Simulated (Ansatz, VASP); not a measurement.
# Cross-check of SiC between VASP and Ansatz

One calculation is typed for both programs; each brings its own data sets. How far apart do they land? The cell is taken from a series of runs on this material, whose earlier steps may have relaxed, scaled, displaced or heated it; both programs get it as it stands.

Method: plane waves, with VASP 6.6.1 beside it; relaxation of cell and atoms at r2SCAN, in Ansatz 0.2.0.

**1. The structure**

Symmetry: F-43m, No. 216, cubic system. Conventional cell: a = 4.360 Å, b = 4.360 Å, c = 4.360 Å, α = 90.00°, β = 90.00°, γ = 90.00°. Nearest to Si lie 4 C at 1.89 Å. C has 4 Si at 1.89 Å nearest. Farther neighbours are not listed.

**2. VASP: relaxation of cell and atoms, r2SCAN**

The relaxed volume is the usual yardstick between codes: in a stiff, nearly cubic crystal its relative difference is about their pressure difference at one cell divided by the bulk modulus.

Lines of VASP's logs that name or quote its potential files are left out, and so is its time.

INCAR

```
SYSTEM = SiC
PREC = Accurate
ENCUT = 660
EDIFF = 1E-07
NELM = 120
ISMEAR = -1
SIGMA = 0.02
LREAL = .FALSE.
ALGO = Normal
METAGGA = R2SCAN
LASPH = .TRUE.
NBANDS = 10
LORBIT = 11
LWAVE = .FALSE.
LCHARG = .FALSE.
ISIF = 3
IBRION = 2
NSW = 80
EDIFFG = -0.005
GGA_COMPAT = .FALSE.
NELMIN = 4
EFERMI = MIDGAP
LMIXTAU = .TRUE.
```

POSCAR

```
SiC
1.0
    0.0000000000      2.1800000000      2.1800000000
    2.1800000000      0.0000000000      2.1800000000
    2.1800000000      2.1800000000      0.0000000000
Si C
1 1
Direct
    0.0000000000      0.0000000000      0.0000000000
    0.7500000000      0.7500000000      0.7500000000
```

KPOINTS

```
Automatic mesh
0
Gamma
11 11 11
0 0 0
```

The projector-augmented-wave data sets are Si and C (PBE family, release 64).

Launch:

```bash
$ mpirun -np 1 vasp_std
```

Numbers of over 12 decimals in the logs are rounded to 6 here.

Log:

```text
[banner, memory and clock lines left out]
running    1 mpi-ranks, on    1 nodes
 distrk:  each k-point on    1 cores,    1 groups
 distr:  one band on    1 cores,    1 groups

 POSCAR found type information on POSCAR SiC
 POSCAR found :  2 types and       2 ions
|                                                                             |
|               ----> ADVICE to this user running VASP <----                  |
|                                                                             |
|     You enforced a specific xc type in the INCAR file but a different       |
|     [... a line on the potential file left out ...]
|     I HOPE YOU KNOW WHAT YOU ARE DOING!                                     |
|                                                                             |

 LDA part: xc-table for (None), standard interpolation
 POSCAR, INCAR and KPOINTS ok, starting setup
 FFT: planning ... GRIDC
 FFT: planning ... GRID_SOFT
 FFT: planning ... GRID
 WAVECAR not read
 entering main loop
       N       E                     dE             d eps       ncg     rms          rms(c)
DAV:   1     0.429356178081E+01    0.42936E+01   -0.45741E+03  1128   0.843E+02
DAV:   2    -0.214428266154E+02   -0.25736E+02   -0.24173E+02  1464   0.130E+02
DAV:   3    -0.223211125399E+02   -0.87829E+00   -0.87641E+00  1336   0.214E+01
DAV:   4    -0.223250558446E+02   -0.39433E-02   -0.39430E-02  1256   0.170E+00
DAV:   5    -0.223250748397E+02   -0.18995E-04   -0.18995E-04  1306   0.116E-01    0.917E+00
DAV:   6    -0.191454583145E+02    0.31796E+01   -0.53297E+00  1224   0.125E+01    0.537E+00
DAV:   7    -0.190967768515E+02    0.48681E-01   -0.67230E-01  1244   0.490E+00    0.189E+00
DAV:   8    -0.191233360142E+02   -0.26559E-01   -0.39467E-01  1122   0.472E+00    0.145E+00
DAV:   9    -0.193147365464E+02   -0.19140E+00   -0.53818E-02  1142   0.207E+00    0.569E-01
DAV:  10    -0.193200821819E+02   -0.53456E-02   -0.72384E-03  1154   0.834E-01    0.285E-01
DAV:  11    -0.193322659037E+02   -0.12184E-01   -0.50754E-03  1124   0.734E-01    0.364E-02
DAV:  12    -0.193307916236E+02    0.14743E-02   -0.20004E-03  1124   0.385E-01    0.837E-02
DAV:  13    -0.193311062296E+02   -0.31461E-03   -0.37730E-04  1198   0.124E-01    0.506E-02
DAV:  14    -0.193314206740E+02   -0.31444E-03   -0.82393E-05  1130   0.861E-02    0.851E-03
DAV:  15    -0.193314178368E+02    0.28372E-05   -0.45585E-06  1450   0.202E-02    0.594E-03
DAV:  16    -0.193314218699E+02   -0.40332E-05   -0.19105E-06  1150   0.119E-02    0.433E-03
DAV:  17    -0.193314216032E+02    0.26675E-06   -0.41260E-07  1140   0.540E-03    0.398E-03
DAV:  18    -0.193314219157E+02   -0.31254E-06   -0.82181E-08   576   0.245E-03    0.684E-04
DAV:  19    -0.193314218709E+02    0.44822E-07   -0.16692E-08   570   0.108E-03
   1 F= -.19331422E+02 E0= -.19331422E+02  d E =-.193314E+02
 curvature:   0.00 expect dE= 0.000E+00 dE for cont linesearch  0.000E+00
 trial: gam= 0.00000 g(F)=  0.245E-48 g(S)=  0.115E-02 ort = 0.000E+00 (trialstep = 0.100E+01)
 search vector abs. value=  0.115E-02
 bond charge predicted
       N       E                     dE             d eps       ncg     rms          rms(c)
DAV:   1    -0.193314782856E+02   -0.56370E-04   -0.19998E-02  1124   0.102E+00    0.168E-01
DAV:   2    -0.193313190354E+02    0.15925E-03   -0.12926E-03  1194   0.223E-01    0.894E-02
DAV:   3    -0.193313183753E+02    0.66018E-06   -0.16915E-04  1126   0.110E-01    0.283E-02
DAV:   4    -0.193313141023E+02    0.42730E-05   -0.13224E-04  1130   0.773E-02    0.182E-02
DAV:   5    -0.193313513831E+02   -0.37281E-04   -0.39141E-05  1136   0.367E-02    0.102E-02
DAV:   6    -0.193313436285E+02    0.77546E-05   -0.64215E-06  1188   0.249E-02    0.343E-03
DAV:   7    -0.193313525957E+02   -0.89672E-05   -0.46624E-06  1124   0.256E-02    0.204E-03
DAV:   8    -0.193313526133E+02   -0.17541E-07   -0.90572E-07  1124   0.103E-02
   2 F= -.19331353E+02 E0= -.19331353E+02  d E =0.692576E-04
 trial-energy change:    0.000069  1 .order    0.000072   -0.001148    0.001291
 step:   0.4721(harm=  0.4706)  dis= 0.00000  next Energy=   -19.331693 (dE=-0.271E-03)
 bond charge predicted
       N       E                     dE             d eps       ncg     rms          rms(c)
DAV:   1    -0.193317287484E+02   -0.37615E-03   -0.55611E-03  1124   0.536E-01    0.886E-02
DAV:   2    -0.193316860632E+02    0.42685E-04   -0.36612E-04  1194   0.119E-01    0.472E-02
DAV:   3    -0.193316848152E+02    0.12479E-05   -0.47465E-05  1126   0.585E-02    0.152E-02
DAV:   4    -0.193316851283E+02   -0.31305E-06   -0.37946E-05  1130   0.414E-02    0.965E-03
DAV:   5    -0.193316935094E+02   -0.83811E-05   -0.11238E-05  1134   0.197E-02    0.537E-03
DAV:   6    -0.193316928031E+02    0.70624E-06   -0.17287E-06  1190   0.127E-02    0.186E-03
DAV:   7    -0.193316929115E+02   -0.10836E-06   -0.12517E-06  1124   0.131E-02    0.105E-03
DAV:   8    -0.193316936630E+02   -0.75148E-06   -0.23816E-07  1124   0.530E-03    0.337E-04
DAV:   9    -0.193316934947E+02    0.16827E-06   -0.85452E-09   564   0.109E-03    0.119E-04
DAV:  10    -0.193316935724E+02   -0.77674E-07   -0.59561E-10   560   0.250E-04
   3 F= -.19331694E+02 E0= -.19331694E+02  d E =-.271701E-03
 curvature:  -0.24 expect dE=-0.366E-10 dE for cont linesearch -0.366E-10
 trial: gam= 0.00000 g(F)=  0.137E-49 g(S)=  0.156E-09 ort =-0.423E-06 (trialstep = 0.894E+00)
 search vector abs. value=  0.256E-09
 reached required accuracy - stopping structural energy minimisation
```

OUTCAR, selected parts (step 2):

```text
ion  position               nearest neighbor table
   1  0.000  0.000  0.000-   2 1.89   2 1.89   2 1.89   2 1.89
   2  0.750  0.750  0.750-   1 1.89   1 1.89   1 1.89   1 1.89

  LATTYP: Found a face centered cubic cell.
 ALAT       =     4.3600000000

 Subroutine GETGRP returns: Found 24 space group operations
 (whereof 24 operations were pure point group operations)

The static configuration has the point symmetry T_d .

 Found     56 irreducible k-points:

   k-points           NKPTS =     56   k-points in BZ     NKDIM =     56   number of bands    NBANDS=     10

   dimension x,y,z NGX =    28 NGY =   28 NGZ =   28
   dimension x,y,z NGXF=    56 NGYF=   56 NGZF=   56

   ENCUT  =  660.0 eV  48.51 Ry    6.96 a.u.   6.46  6.46  6.46*2*pi/ulx,y,z

   NELECT =       8.0000    total number of electrons

 k-points in reciprocal lattice and weights: Automatic mesh
   0.00000000  0.00000000  0.00000000       0.001
   0.09090909  0.00000000  0.00000000       0.006
   0.18181818  0.00000000  0.00000000       0.006
   0.27272727  0.00000000  0.00000000       0.006
   0.36363636  0.00000000  0.00000000       0.006
   0.45454545  0.00000000  0.00000000       0.006
   0.09090909  0.09090909  0.00000000       0.005
   0.18181818  0.09090909  0.00000000       0.018
   0.27272727  0.09090909  0.00000000       0.018
[...]
-0.36363636  0.45454545  0.18181818       0.018
  -0.27272727  0.45454545  0.18181818       0.018

 average (electrostatic) potential at core
       1 -83.2887       2 -46.6422

 E-fermi :   8.9266

 k-point     1 :       0.0000    0.0000    0.0000
  band No.  band energies     occupation
      1      -8.1886      2.00000
      2       8.0128      2.00000
      3       8.0128      2.00000
      4       8.0128      2.00000
      5      14.8846      0.00000
      6      15.8861      0.00000
      7      15.8861      0.00000
      8      15.8861      0.00000
      9      23.2418      0.00000
    ...

 k-point     2 :       0.0909    0.0000    0.0000
  band No.  band energies     occupation
      1      -8.0209      2.00000
      2       7.1284      2.00000
      3       7.8959      2.00000
      4       7.8959      2.00000
      5      15.1299      0.00000
      6      16.1053      0.00000
      7      16.1053      0.00000
      8      16.1485      0.00000
      9      22.4138      0.00000
    ...

 k-point     3 :       0.1818    0.0000    0.0000
  band No.  band energies     occupation
      1      -7.5242      2.00000
      2       5.1874      2.00000
      3       7.6150      2.00000
      4       7.6150      2.00000
      5      14.8989      0.00000
      6      16.4851      0.00000
      7      16.4851      0.00000
      8      17.3258      0.00000
      9      21.6552      0.00000
    ...

  Total        0.0000464      0.0000464      0.0000464      0.0000000      0.0000000     -0.0000000
  in kB        0.0036017      0.0036017      0.0036017      0.0000000      0.0000000     -0.0000000
  external PRESSURE =       0.0036017 kB  Pullay stress =       0.0000000 kB

  energy-cutoff  :      660.00
  volume of cell :       20.63
      direct lattice vectors                 reciprocal lattice vectors
     0.000000000  2.176873996  2.176873996    -0.229687157  0.229687157  0.229687157
     2.176873996  0.000000000  2.176873996     0.229687157 -0.229687157  0.229687157
     2.176873996  2.176873996  0.000000000     0.229687157  0.229687157 -0.229687157

 POSITION                                       TOTAL-FORCE (eV/Angst)
 -----------------------------------------------------------------------------------
      0.00000      0.00000      0.00000         0.000000      0.000000     -0.000000
      3.26531      3.26531      3.26531         0.000000     -0.000000      0.000000
 -----------------------------------------------------------------------------------
    total drift:                                0.000000      0.000000      0.000000

  FREE ENERGIE OF THE ION-ELECTRON SYSTEM (eV)
  ---------------------------------------------------
  free  energy   TOTEN  =       -19.3316935724 eV

  energy  without entropy=      -19.3316935724  energy(sigma->0) =      -19.33169357

 reached required accuracy - stopping structural energy minimisation

 total charge
# of ion       s       p       d       tot
------------------------------------------
    1        0.702   0.982   0.000   1.685
    2        0.849   1.718   0.000   2.567
--------------------------------------------------
tot          1.551   2.700   0.000   4.251

[... 3 further parts left out ...]
```

CONTCAR:

```
SiC
   1.00000000000000
     0.0000000000000000    2.1768739960064050    2.1768739960064050
     2.1768739960064050    0.0000000000000000    2.1768739960064050
     2.1768739960064050    2.1768739960064050    0.0000000000000000
  Si              C
     1     1
Direct
     0.0000000000000000    0.0000000000000000    0.0000000000000000
     0.7500000000000000    0.7500000000000000    0.7500000000000000
```

**3. Ansatz: relaxation of cell and atoms, r2SCAN**

Ansatz runs on its PAW soft_1 files.

The same cell, functional, mesh and smearing now go to Ansatz.

input.yaml

```yaml
crystal:
  lattice:
    - [0.0, 2.18, 2.18]
    - [2.18, 0.0, 2.18]
    - [2.18, 2.18, 0.0]
  atoms:
    - { symbol: Si, position: [0.0, 0.0, 0.0] }
    - { symbol: C, position: [0.75, 0.75, 0.75] }
kpoints:
  mp_grid: { grid: [11, 11, 11] }
scf:
  occupations: { method: fermi_dirac, width: 0.02 }
hamiltonian:
  xc: r2scan
  pseudopotentials: { kind: paw, azcp: { folder: soft_1 } }
basis:
  ecutwfc: 600
output:
  forces: true
  stress: true
relax:
  f_tol: 0.005
  max_steps: 70
  cell: { stress_tol: 0.02, p_target: 0 }
```

Launch:

```bash
$ ansatz run input.yaml --threads 4 --pin off --max-ram 10240MiB --backend cpu --events-out ev --progress --plain --runs-dir out
```

Log:

```text
Engine: ansatz 0.2.0, aarch64-unknown-linux-gnu
Pseudopotentials: kind: paw
Pseudopotential: Si, paw, valence charge 4, recommended cutoff 500 eV (meta_gga), soft_1/Si.paw.azcp
Pseudopotential: C, paw, valence charge 4, recommended cutoff 500 eV (meta_gga), soft_1/C.paw.azcp
Functional definition: r2SCAN
  parameter k0 = 0.174
  parameter k1 = 0.065
  parameter a1 = 4.9479
  exchange = r2scan_x(k0 = k0, k1 = k1, a1 = a1)
  correlation = r2scan_c
Crystal: 2 atoms, lattice volume = 20.720 Å³
Basis set: ecut = 600 eV, 701 PW (Γ), exchange–correlation on 100×100×100 points (64 copies of the dense FFT grid, shifted against one another)
Bands: 8, of which v1, the nominal top of the filled ones, is band 4 counted from 1 (3 counted from 0)
Symmetry: 24 space group operations
Space group: F-43m (ITA 216), of the structure as read, at distance tolerance 2.7e-5 Å
k-points: 56 of 1331 (time reversal used)
Non-local potential: Si, projectors of the file, l = 0: 2, l = 1: 2, l = 2: 1
Non-local potential: C, projectors of the file, l = 0: 2, l = 1: 2, l = 2: 1
PAW form: soft (Blöchl's): semilocal exchange-correlation on the pseudo side does not see the compensation charge
PAW frozen core: Si, regenerated for the run's functional (the file was generated under x = pbe(κ = 0.804, μ = 0.219515), c = pbe(β = 0.066725))
PAW frozen core: C, regenerated for the run's functional (the file was generated under x = pbe(κ = 0.804, μ = 0.219515), c = pbe(β = 0.066725))
PAW one-centre angular grid: Si, 302 points (default); XC on 160 Gauss nodes
PAW one-centre angular grid: C, 302 points (default); XC on 219 of its mesh's 2255 points in the sphere
Initial density: superposition of atomic densities (chi_scale 0.1, normalization cell, long waves kept (reshape's long-wave potential 0.00 eV rms))
Initial wavefunctions: pseudopotential atomic-orbital guess
Functional: x = r2scan, c = r2scan; τ floored in thin density (d = 2e-4 eV/Å³)
SCF iter   1: F=—  HF=-892.422221 eV  |F-HF|=—  |Δ(HF+E_count)|=         —  Δρ=1.33e-1  dr2=4.50e0  dr2_τ=5.13e-1  ethr=3.10e-3  ⟨swp⟩=6.1  Hψ=3922  notcnv=0
preconditioner: auto → none  [insulator: Δε(μ)=3.363 eV  Ē_g=15.644 eV  σ=0.020 eV  W_gap=1.00  n_scr=0 (ndim 8)  ℏωp=23.1 eV  f_vac=0.000  D(μ)=0.00/eV (n_scr^D=0)  ε∞_Penn≈3.2]
SCF iter   2: F=—  HF=-891.287221 eV  |F-HF|=—  |Δ(HF+E_count)|=    1.14e0  Δρ=4.38e-2  dr2=2.00e-1  dr2_τ=1.02e-1  ethr=3.10e-3  ⟨swp⟩=3.0  Hψ=1524  notcnv=0
SCF iter   3: F=—  HF=-891.321479 eV  |F-HF|=—  |Δ(HF+E_count)|=   3.43e-2  Δρ=2.03e-2  dr2=4.46e-2  dr2_τ=1.43e-3  ethr=2.51e-3  ⟨swp⟩=2.8  Hψ=854  notcnv=0
SCF iter   4: F=—  HF=-891.331053 eV  |F-HF|=—  |Δ(HF+E_count)|=   9.57e-3  Δρ=4.01e-3  dr2=1.57e-3  dr2_τ=4.66e-5  ethr=5.58e-4  ⟨swp⟩=2.1  Hψ=695  notcnv=0
SCF iter   5: F=—  HF=-891.331703 eV  |F-HF|=—  |Δ(HF+E_count)|=   6.50e-4  Δρ=6.03e-4  dr2=3.37e-5  dr2_τ=8.15e-7  ethr=1.96e-5  ⟨swp⟩=2.9  Hψ=878  notcnv=0
SCF iter   6: F=—  HF=-891.331723 eV  |F-HF|=—  |Δ(HF+E_count)|=   2.02e-5  Δρ=5.62e-5  dr2=5.37e-7  dr2_τ=6.72e-9  ethr=4.21e-7  ⟨swp⟩=2.0  Hψ=672  notcnv=0
SCF iter   7: F=-891.331723 eV  HF=-891.331723 eV  |F-HF|=9.66e-12  |Δ(HF+E_count)|=   7.56e-8  Δρ=2.56e-6  dr2=1.18e-9  dr2_τ=6.78e-11  ethr=1.25e-9  ⟨swp⟩=4.4  Hψ=1384  notcnv=0
SCF 1 converged in 7 iterations: F = -891.331723 eV  dr2 = 1.18e-9
  greatest PAW one-centre occupation: 0.658 electrons in one spin orbital (limit 2), on the C atom at site 1 (counted from 0), in its partial waves of l = 0
relax step   1: F+E_penalty+E_count = -891.33172324 eV  Δ(F+E_penalty+E_count) = +0.000e0 eV  max|allowed force component| = 3.701e-16 eV/Å  Δτ_max = 0.0000 Å  P = -0.542 GPa  Ω = 20.720 Å³  (7 SCF iters, dr2 threshold 1.00e-7 eV, accepted)
[...]
relax step   2: F+E_penalty+E_count = -891.33179597 eV  Δ(F+E_penalty+E_count) = -7.272e-5 eV  max|allowed force component| = 1.041e-16 eV/Å  Δτ_max = 0.0000 Å  P = -0.248 GPa  Ω = 20.694 Å³  energy of the carried Pulay correction = +6.413e-6 eV  (3 SCF iters, dr2 threshold 2.00e-7 eV, accepted)
[...]
relax step   3: F+E_penalty+E_count = -891.33181896 eV  Δ(F+E_penalty+E_count) = -2.300e-5 eV  max|allowed force component| = 1.156e-16 eV/Å  Δτ_max = 0.0000 Å  P = +0.001 GPa  Ω = 20.671 Å³  energy of the carried Pulay correction = +1.183e-5 eV  (3 SCF iters, dr2 threshold 1.54e-7 eV, accepted)
[...]
relax step   4: F+E_penalty+E_count = -891.33180828 eV  Δ(F+E_penalty+E_count) = +1.069e-5 eV  max|allowed force component| = 1.180e-16 eV/Å  Δτ_max = 0.0000 Å  P = +0.000 GPa  Ω = 20.671 Å³  stress off target by 4.18e-4 GPa  SCF on the basis re-selected at this cell (its energy is not comparable with the rows above)  (5 SCF iters)
basis re-selected at this cell: Δ(F+E_penalty+E_count) = +1.069e-5 eV, ΔP = -0.000 GPa vs the last step (what re-selecting the basis moved, of the pressure what is left beyond the Pulay correction that the steps carried, after the strain that the cell walked since its last selection, with what the two solves' SCF thresholds leave and, on support functions, any second-order correction that the steps lacked; it is no m [...]
SCF converged after 5 iterations
Free energy (F): -891.331808 eV
Harris-Foulkes:  -891.331808 eV  (|F-HF|=3.41e-13)
Internal energy: -891.331808 eV  (E = F + TS)
E sigma→0 (E₀):  -891.331808 eV
Fermi energy:    10.278003 eV
--- Per-component energies (eV) ---
  E_band       = 25.532732
  E_kinetic    = 133.811271
  E_local      = -94.972575  (includes V_loc(G=0)·N_el)
  E_nonlocal   = 43.956211
  E_hartree    = 32.236457
  E_xc         = -101.458117
  E_vxc        = -117.830118  (∫ρ·V_xc dr)
  E_paw        = -619.923332  (= ΣΔE_a)
  E_vpaw       = -9.381711  (= ΣTr[D̂ρ^β])
  E_aug_tail   = 0.000012  (compensation charges beyond the density's cutoff)
  E_vtau       = 5.476725  (kinetic-family band-sum trace: ∫τ·v_τ [+ j·A + Jᵃ·Aᵃ] dr)
  E_ewald      = -284.880527
  E_core_change = -0.101207  (= ΣΔE_core)
  E_smearing   = -0.000000  (= −TS)
  E_closure    = 0.000000  (closes the sum)
  Σ components = -891.331808   (vs F -891.331808, Δ=0.00e0)
--- Forces (eV/Å), atoms counted from 1 ---
  atom   1  Si    -0.00000000     0.00000000     0.00000000
  atom   2  C     -0.00000000    -0.00000000    -0.00000000
  max |Σ_I F_I| component: 1.57e-16 eV/Å
--- Stress (GPa, compression-positive) ---
        0.000418       0.000000      -0.000000
       -0.000000       0.000418       0.000000
        0.000000       0.000000       0.000418
  P = ⅓ Tr σ = 0.0004 GPa (0.004 kbar)
--- Relaxed structure (3 steps of the walk, 3 accepted, 1 SCFs on fresh bases) ---
  F+E_penalty+E_count = -891.33180828 eV   max|allowed force component| = 1.180e-16 eV/Å   (the final SCF, on the basis selected at the relaxed cell)
  cell:  # Å, volume = 20.6709 Å³
    - [0, 2.178260, 2.178260]
    - [2.178260, 0, 2.178260]
    - [2.178260, 2.178260, 0]
  atoms:
    - { symbol: Si, position: [0, 0, 0] }
    - { symbol: C, position: [0.75, 0.75, 0.75] }
```

**4. Differences**

Known differences besides the potentials themselves: VASP keeps PBE cores, Ansatz makes them for the functional; the cutoff is 600 eV in Ansatz and 660 eV in VASP; Ansatz adds a Pulay correction to the stress that steers its cell, VASP none. Total energies have different zeros and are not compared.

Both answers:

```tsv
quantity	Ansatz	VASP	difference
volume (Å³)	20.67	20.63	+0.19 %
edge a after relaxation, in the typed setting (Å)	3.080	3.079	+0.06 %
```

**5. Outcome**

```
difference in volume (relaxation of cell and atoms, r2SCAN) : 0.19 %
```

The difference in volume is 0.19 % (relaxation of cell and atoms, r2SCAN), within the 1.2 % picked in this series as the mark of a large difference, as far as the stopping tolerances let one tell. How closely two codes agree says nothing of how well the functional describes the real material.

[Lines on the potential files, build, host, timing and source positions are cut from VASP's logs without a mark.]

[Logs are printed without paths, hosts, clocks, repeated set-up lines and the standing remarks that a program may print on its own settings, such as how far it seeks lower states.]

[Hosts, paths, dates, database ids (printed as entryN), source tags and the programs' standing remarks are cut or masked in the printed files.]
